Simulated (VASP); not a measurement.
Energy against volume of NaCl (rock salt). Calculation: AM05 GGA, VASP's PBE PAW potentials (set 64) (plane waves; VASP 6.6.1). Run with 520 eV cut-off, 8×8×8 Γ-centred mesh, Gaussian smearing of 0.050 eV, potentials Na_pv Cl.

```tsv
V (Å³/atom)	E (eV/atom)
21.586	-3.33899
22.275	-3.34386
22.964	-3.34533
23.653	-3.34393
```

Fit these four points and predict the energy of the run at 24.342 Å³/atom.

A cubic in V^(−2/3), the third-order Birch-Murnaghan form, passes through the four points with V0 = 22.95 Å³/atom and B0 = 22 GPa, and gives -3.3401 eV/atom there. The run gave -3.3401 eV/atom, +0.0 meV/atom from the fit; all five points give B0 = 22 GPa.

The compound is NaCl in the rock salt structure. It was relaxed first.
